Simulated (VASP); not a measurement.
Output of a VASP run:

OSZICAR:
```
       N       E                     dE             d eps       ncg     rms          rms(c)
DAV:   1     0.298993859996E+02    0.29899E+02   -0.61912E+03   828   0.112E+03
DAV:   2    -0.101295428506E+02   -0.40029E+02   -0.39032E+02   832   0.195E+02
DAV:   3    -0.112018790969E+02   -0.10723E+01   -0.10532E+01   826   0.296E+01
DAV:   4    -0.112088460581E+02   -0.69670E-02   -0.69597E-02   840   0.225E+00
DAV:   5    -0.112088812948E+02   -0.35237E-04   -0.35236E-04   820   0.144E-01    0.224E+01
DAV:   6    -0.104406102483E+02    0.76827E+00   -0.31579E+00   760   0.142E+01    0.172E+01
DAV:   7    -0.104733518540E+02   -0.32742E-01   -0.97004E-02   750   0.299E+00    0.844E+00
DAV:   8    -0.104825309676E+02   -0.91791E-02   -0.17468E-02   788   0.124E+00    0.241E-01
DAV:   9    -0.104822988428E+02    0.23212E-03   -0.33426E-03   788   0.425E-01    0.917E-02
DAV:  10    -0.104822459860E+02    0.52857E-04   -0.44668E-04   760   0.184E-01    0.950E-03
DAV:  11    -0.104822471137E+02   -0.11276E-05   -0.10685E-05   758   0.356E-02    0.821E-03
DAV:  12    -0.104822461550E+02    0.95861E-06   -0.20586E-06   694   0.132E-02
   1 F= -.10482246E+02 E0= -.10480008E+02  d E =-.447722E-02
```

**OUTCAR**
```
------------------------ aborting loop because EDIFF is reached ----------------------------------------
  FORCE on cell =-STRESS in cart. coord.  units (eV):
  Direction    XX          YY          ZZ          XY          YZ          ZX
  --------------------------------------------------------------------------------------
  Total        2.1289541      2.1289541      2.1289541      0.0000000      0.0000000      0.0000000
  in kB      152.2748450    152.2748450    152.2748450      0.0000000      0.0000000      0.0000000
  external PRESSURE =     152.2748450 kB  Pullay stress =       0.0000000 kB
  volume of cell :       22.40
      direct lattice vectors                 reciprocal lattice vectors
     2.818921000  0.000000000  0.000000000     0.354745663  0.000000000  0.000000000
     0.000000000  2.818921000  0.000000000     0.000000000  0.354745663  0.000000000
     0.000000000  0.000000000  2.818921000     0.000000000  0.000000000  0.354745663
 POSITION                                       TOTAL-FORCE (eV/Angst)
 -----------------------------------------------------------------------------------
      0.00000      0.00000      0.00000         0.000000      0.000000      0.000000
      1.40946      1.40946      1.40946         0.000000      0.000000      0.000000
 -----------------------------------------------------------------------------------
    total drift:                                0.000000      0.000000      0.000000
  FREE ENERGIE OF THE ION-ELECTRON SYSTEM (eV)
  ---------------------------------------------------
  free  energy   TOTEN  =       -10.4822461550 eV

  energy  without entropy=      -10.4777689362  energy(sigma->0) =      -10.48000755
```
(Selected blocks of OUTCAR.)

### POSCAR
```
YbN
1
    2.8189210000     0.0000000000     0.0000000000
    0.0000000000     2.8189210000     0.0000000000
    0.0000000000     0.0000000000     2.8189210000
Yb N
1 1
Direct
  0.0000000000   0.0000000000   0.0000000000
  0.5000000000   0.5000000000   0.5000000000
```

Question: Reconstruct the remaining input files.

Answer: One answer among several that fit: the input of the run itself, PBE GGA, plane waves, VASP's PBE PAW potentials (set 64).

**INCAR**
```
SYSTEM=YbN
LMAXMIX=6   # l cut-off of mixed one-centre charges
LREAL=.FALSE.   # projection in real space or not
GGA=PE
EDIFF=1E-6
ISMEAR=0   # Gaussian
LASPH=.TRUE.   # aspherical one-centre terms
SIGMA=0.05   # width (eV)
LCHARG=.FALSE.
NELM=100   # most electronic steps
ENCUT=450
ALGO=Normal   # blocked Davidson
LWAVE=.FALSE.
ISIF=2   # forces and stress, cell fixed
PREC=Accurate
```

KPOINTS:
```
Automatic mesh
0
Gamma
8 8 8
0 0 0
```

POTCAR, in this order: Yb_2 N (PBE.64 set). Program: vasp_std.

The 4f electrons are frozen in the core of the lanthanide potential, so 4f levels, which can set the real gap, and their magnetism are missing. At this cut-off the stress carries a Pulay error, which pulls relaxed volumes low.

The structure was generated: YbN was put into the CsCl type (Pm-3m), which need not be its known phase. The cell was not relaxed at this level. The run is one of a series of settings (ENCUT = 450 against the base run), some of them coarse on purpose. The electron count is odd and the run is not spin-polarised, which forces a metal.
